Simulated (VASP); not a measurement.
# Ga2SnO (P4/nmm) in VASP: phonons with PBE

Aim: the phonons of Ga2SnO with PBE.

Program: VASP 6.6.1. These are calculated values, not measurements. Logs are shortened: lines on timing, memory, paths and dates and some standing lists are left out, and cuts for length are marked.

### Step 1. Starting point

The structure is tetragonal, space group P4/nmm (No. 129). The conventional cell has a = 3.876 Å, b = 3.876 Å, c = 10.384 Å, α = 90.00°, β = 90.00°, γ = 90.00°. Ga (site symmetry 4mm) is surrounded by 4 O at 2.09 Å. Ga (site symmetry 4mm) has 5 Sn at 2.80 to 2.85 Å as nearest neighbours. Sn (site symmetry 4mm) is surrounded by 6 Ga at 2.68 to 2.85 Å. O (site symmetry -4m2) is surrounded by 4 Ga at 2.09 Å.

The cell was built by a generator and needn't be a form met in nature.

### Step 2. Phonons, PBE

POSCAR

```
Ga2SnO
1.0
    3.8764600000      0.0000000000      0.0000000000
    0.0000000000      3.8764600000      0.0000000000
    0.0000000000      0.0000000000     10.3842800000
Ga Sn O
4 2 2
Direct
    0.0000000000      0.5000000000      0.5765200000
    0.5000000000      0.0000000000      0.4234800000
    0.5000000000      0.0000000000      0.8903250000
    0.0000000000      0.5000000000      0.1096750000
    0.0000000000      0.5000000000      0.8348240000
    0.5000000000      0.0000000000      0.1651760000
    0.0000000000      0.0000000000      0.5000000000
    0.5000000000      0.5000000000      0.5000000000
```

INCAR.step1

```
SYSTEM = Ga2SnO
ALGO     = Normal         ! electronic algorithm
EDIFF    = 1E-8           ! SCF threshold, eV
EDIFFG   = -0.002         ! ionic threshold
ENCUT    = 520            ! plane-wave cutoff, eV
GGA      = PE             ! functional
IBRION   = 2              ! ionic algorithm
ISIF     = 3              ! what is computed and relaxed
ISMEAR   = 0              ! smearing method
KPAR     = 8            
LASPH    = .True.         ! aspherical terms in the spheres
LCHARG   = .False.        ! write CHGCAR
LREAL    = .False.        ! projectors in reciprocal space
LWAVE    = .False.        ! write WAVECAR
NELM     = 80             ! most SCF steps
NSW      = 40             ! ionic steps
PREC     = Accurate       ! precision mode
SIGMA    = 0.1            ! smearing width, eV
```

INCAR.step2

```
SYSTEM = Ga2SnO
ALGO     = Normal         ! electronic algorithm
EDIFF    = 1E-8           ! SCF threshold, eV
ENCUT    = 520            ! plane-wave cutoff, eV
GGA      = PE             ! functional
IBRION   = 6              ! ionic algorithm
ISIF     = 2              ! what is computed and relaxed
ISMEAR   = 0              ! smearing method
KPAR     = 8            
LASPH    = .True.         ! aspherical terms in the spheres
LCHARG   = .False.        ! write CHGCAR
LREAL    = .False.        ! projectors in reciprocal space
LWAVE    = .False.        ! write WAVECAR
NELM     = 80             ! most SCF steps
NFREE    = 2            
NSW      = 1              ! ionic steps
POTIM    = 0.015          ! step
PREC     = Accurate       ! precision mode
SIGMA    = 0.1            ! smearing width, eV
```

KPOINTS

```
k-points
0
Gamma
  7 7 4
  0 0 0
```

Potentials or basis: VASP PAW PBE potentials, release 64 (Ga_d, Sn_d, O).

Started as:

```console
> cat potpaw_PBE.64/Ga_d/POTCAR potpaw_PBE.64/Sn_d/POTCAR potpaw_PBE.64/O/POTCAR > POTCAR
> cp INCAR.step1 INCAR
> mpirun -np 8 vasp_std > vasp.out
> cp CONTCAR POSCAR
> cp INCAR.step2 INCAR
> mpirun -np 8 vasp_std > vasp.out
```

OUTCAR:

```text
SYSTEM = Ga2SnO
   EDIFF = 1E-8
   ENCUT = 520
   GGA = PE
   IBRION = 6
   ISIF = 2
   ISMEAR = 0
   LASPH = .True.
   LREAL = .False.
   NELM = 80
   NFREE = 2
   NSW = 1
   POTIM = 0.015
   PREC = Accurate

 ion  position               nearest neighbor table
   1  0.000  0.500  0.576-   7 2.09   8 2.09   7 2.09   8 2.09   5 2.69
   2  0.500  0.000  0.424-   7 2.09   8 2.09   8 2.09   7 2.09   6 2.69
   3  0.500  0.000  0.892-   5 2.80   5 2.80   5 2.80   5 2.80   6 2.87
   4  0.000  0.500  0.108-   6 2.80   6 2.80   6 2.80   6 2.80   5 2.87
   5  0.000  0.500  0.834-   1 2.69   3 2.80   3 2.80   3 2.80   3 2.80   4 2.87
   6  0.500  0.000  0.166-   2 2.69   4 2.80   4 2.80   4 2.80   4 2.80   3 2.87
   7  0.000  0.000  0.500-   1 2.09   2 2.09   1 2.09   2 2.09
   8  0.500  0.500  0.500-   1 2.09   2 2.09   2 2.09   1 2.09

  LATTYP: Found a simple tetragonal cell.
 ALAT       =     3.8724161906
 C/A-ratio  =     2.6963548379

  Lattice vectors:

 A1 = (   3.8724161906,   0.0000000000,   0.0000000000)
 A2 = (   0.0000000000,   3.8724161906,   0.0000000000)
 A3 = (   0.0000000000,   0.0000000000,  10.4414081298)

Analysis of symmetry for initial positions (statically):
=====================================================================
 Subroutine PRICEL returns:
 Original cell was already a primitive cell.

 Routine SETGRP: Setting up the symmetry group for a
 simple tetragonal supercell.

 Subroutine GETGRP returns: Found 16 space group operations
 (whereof  8 operations were pure point group operations)
 out of a pool of 16 trial point group operations.

The static configuration has the point symmetry D_2d.
 The point group associated with its full space group is D_4h.

Analysis of symmetry for dynamics (positions and initial velocities):
=====================================================================
 Subroutine PRICEL returns:
 Original cell was already a primitive cell.

 Routine SETGRP: Setting up the symmetry group for a
 simple tetragonal supercell.

 Subroutine GETGRP returns: Found 16 space group operations
 (whereof  8 operations were pure point group operations)
 out of a pool of 16 trial point group operations.

The dynamic configuration has the point symmetry D_2d.
 The point group associated with its full space group is D_4h.

 Subroutine INISYM returns: Found 16 space group operations
[... 378 lines left out ...]
  ---------------------------------------------------
  free energy    TOTEN  =       -34.19859958 eV

  energy without entropy =      -34.18096666  energy(sigma->0) =      -34.18978312

 E-fermi :   5.8885     XC(G=0): -10.1233

 val. band max:        5.8753374517   @ k =   0.2857   0.2857   0.2500
 cond. band min:       5.8948099089   @ k =   0.2857   0.2857   0.5000
 fundamental gap:      0.0194724572
 Fermi energy:         5.8884932115

 k-point     1 :       0.0000    0.0000    0.0000
  band No.  band energies     occupation
      1     -15.7443      2.00000
      2     -15.7416      2.00000
      3     -15.7415      2.00000
      4     -15.7380      2.00000
      5     -15.7367      2.00000
      6     -15.7366      2.00000
[... 1381 lines left out ...]
     54       9.9400      0.00000
     55      10.3753      0.00000

 [... further k-points ...]

------------------------ aborting loop because EDIFF is reached ----------------------------------------

  FORCE on cell =-STRESS in cart. coord.  units (eV):
  Direction    XX          YY          ZZ          XY          YZ          ZX
  --------------------------------------------------------------------------------------
  -------------------------------------------------------------------------------------
  Total        0.0672987     -0.0444314      0.0011938      0.0000000      0.0000000      0.0000000
  in kB        0.6886428     -0.4546501      0.0122155      0.0000000      0.0000000      0.0000000
  external PRESSURE =       0.0820694 kB  Pullay stress =       0.0000000 kB
[... 23 lines left out ...]
  FREE ENERGIE OF THE ION-ELECTRON SYSTEM (eV)
  ---------------------------------------------------
  free  energy   TOTEN  =       -34.1985995831 eV

  energy  without entropy=      -34.1809666557  energy(sigma->0) =      -34.18978312

 INTERNAL STRAIN TENSORS FROM DISPLACED ATOMS
 ============================================

 INTERNAL STRAIN TENSOR FOR ION    1 for displacements in x,y,z  (eV/Angst):
          X           Y           Z          XY          YZ          ZX
  --------------------------------------------------------------------------------
  x     0.00000     0.00000     0.00000     0.00000     0.00000    -3.48654
  y     0.00000     0.00000     0.00000     0.00000    -3.48656     0.00000
  z    -8.70012    -8.70012     1.77218     0.00000     0.00000     0.00000

 INTERNAL STRAIN TENSOR FOR ION    8 for displacements in x,y,z  (eV/Angst):
          X           Y           Z          XY          YZ          ZX
  --------------------------------------------------------------------------------
  x     0.00000     0.00000     0.00000     0.00000     0.00000     2.50256
  y     0.00000     0.00000     0.00000     0.00000    -2.50258     0.00000
  z     3.72268    -3.72268     0.00000     0.00000     0.00000     0.00000

 Eigenvectors and eigenvalues of the dynamical matrix
 ----------------------------------------------------

   1 f  =   13.236062 THz    83.164629 2PiTHz  441.507500 cm-1    54.739929 meV
             X         Y         Z           dx          dy          dz
      0.000000  1.936208  6.013073     0.016357   -0.005171   -0.000000
      1.936208  0.000000  4.428335    -0.016357    0.005171    0.000000
      1.936208  0.000000  9.312195    -0.004177    0.001321    0.000000
      0.000000  1.936208  1.129213     0.004177   -0.001321   -0.000000
      0.000000  1.936208  8.705273     0.008986   -0.002840   -0.000000
      1.936208  0.000000  1.736135    -0.008986    0.002840    0.000000
      0.000000  0.000000  5.220704     0.673951    0.213044    0.000000
      1.936208  1.936208  5.220704    -0.673951   -0.213044    0.000000
[... 243 lines left out ...]
  24 f/i=    0.505169 THz     3.174069 2PiTHz   16.850617 cm-1     2.089209 meV
             X         Y         Z           dx          dy          dz
      0.000000  1.936208  6.013073     0.013361    0.008533    0.000000
      1.936208  0.000000  4.428335    -0.013361   -0.008533    0.000000
      1.936208  0.000000  9.312195    -0.348084   -0.222297    0.000000
      0.000000  1.936208  1.129213     0.348084    0.222297   -0.000000
      0.000000  1.936208  8.705273    -0.483523   -0.308793    0.000000
      1.936208  0.000000  1.736135     0.483523    0.308793    0.000000
      0.000000  0.000000  5.220704     0.003965   -0.002532    0.000000
      1.936208  1.936208  5.220704    -0.003965    0.002532    0.000000

 ELASTIC MODULI CONTR FROM IONIC RELAXATION (kBar)
 Direction    XX          YY          ZZ          XY          YZ          ZX
 --------------------------------------------------------------------------------
 XX        -232.0922   -100.7938    121.3160      0.0000      0.0000      0.0000
 YY        -100.7938   -232.0922    121.3160      0.0000      0.0000      0.0000
 ZZ         121.3160    121.3160   -277.6687      0.0000     -0.0000     -0.0000
 XY           0.0000      0.0000      0.0000      0.0000      0.0000      0.0000
 YZ           0.0000      0.0000     -0.0000      0.0000    -64.7190     -0.0000
 ZX           0.0000      0.0000     -0.0000      0.0000     -0.0000    -64.7183
 --------------------------------------------------------------------------------
```

OSZICAR.step1:

```text
N       E                     dE             d eps       ncg     rms          rms(c)
DAV:   1     0.108452636042E+04    0.10845E+04   -0.43423E+04  3476   0.292E+03
[... 162 lines left out ...]
DAV:   2    -0.341989343176E+02    0.88893E-04   -0.31486E-04  4490   0.160E-01    0.266E-02
DAV:   3    -0.341989167877E+02    0.17530E-04   -0.37148E-05  4629   0.595E-02    0.103E-02
DAV:   4    -0.341989145593E+02    0.22285E-05   -0.80180E-06  4754   0.178E-02    0.325E-03
DAV:   5    -0.341989150090E+02   -0.44973E-06   -0.12902E-06  3801   0.100E-02    0.116E-03
DAV:   6    -0.341989151614E+02   -0.15241E-06   -0.10888E-07  4143   0.291E-03    0.434E-04
DAV:   7    -0.341989151002E+02    0.61249E-07   -0.17673E-08  2738   0.877E-04    0.176E-04
DAV:   8    -0.341989151056E+02   -0.54479E-08   -0.33834E-09  1888   0.480E-04
  16 F= -.34198915E+02 E0= -.34190100E+02  d E =-.160740E-05
```

Wall time 17 min (8 MPI ranks of Intel Xeon Platinum 8488C (Sapphire Rapids), shared host); peak memory 0.82 GiB.

What came out:

| Item | Value |
| --- | --- |
| Relaxed volume | 19.57 Å³/atom |
| Relaxed cell | a = 3.872 Å, b = 3.872 Å, c = 10.441 Å, α = 90.00°, β = 90.00°, γ = 90.00° |
| Space group after relaxing (to 0.05 Å) | P4/nmm (No. 129) |
| Highest phonon frequency at Γ, LO-TO splitting left out | 442 cm⁻¹ |

The path:
| step | energy change (eV) | largest force (eV/Å) | pressure (GPa) | volume (Å³) |
| --- | --- | --- | --- | --- |
| 1 | 0.0000 | 0.0721 | 0.05 | 156.04 |
| 2 | -0.0006 | 0.0333 | 0.07 | 156.18 |
| 3 | -0.0007 | 0.0421 | 0.07 | 156.23 |
| 4 | -0.0009 | 0.0298 | -0.03 | 156.48 |
| 5 | -0.0009 | 0.0234 | -0.08 | 156.61 |
| 6 | -0.0011 | 0.0181 | -0.02 | 156.51 |
| 7 | -0.0012 | 0.0191 | 0.04 | 156.43 |
| 8 | -0.0012 | 0.0154 | 0.01 | 156.51 |
| 9 | -0.0013 | 0.0147 | -0.02 | 156.60 |
| 10 | -0.0013 | 0.0223 | -0.08 | 156.77 |
| 11 | -0.0013 | 0.0170 | -0.04 | 156.65 |
| 12 | -0.0013 | 0.0094 | -0.01 | 156.62 |
| 13 | -0.0014 | 0.0097 | 0.01 | 156.61 |
| 14 | -0.0014 | 0.0053 | 0.00 | 156.62 |
| 15 | -0.0014 | 0.0027 | -0.02 | 156.63 |
| 16 | -0.0014 | 0.0011 | 0.01 | 156.58 |

Final structure:
```
Ga Sn O
1.0
     3.87242    0.00000    0.00000
     0.00000    3.87242    0.00000
     0.00000    0.00000   10.44141
Ga Sn O
4 2 2
Direct
  0.00000 0.50000 0.57589
  0.50000 0.00000 0.42411
  0.50000 0.00000 0.89185
  0.00000 0.50000 0.10815
  0.00000 0.50000 0.83373
  0.50000 0.00000 0.16627
  0.00000 0.00000 0.50000
  0.50000 0.50000 0.50000
```

Phonon frequencies in cm⁻¹ (negative: imaginary):
```csv
q point,frequencies
"(0.000, 0.000, 0.000)",-17 -17 -1 -1 0 40 40 96 100 127 145 145 165 165 167 167 170 230 230 246 271 337 442 442
```

Caveat: some modes are imaginary.
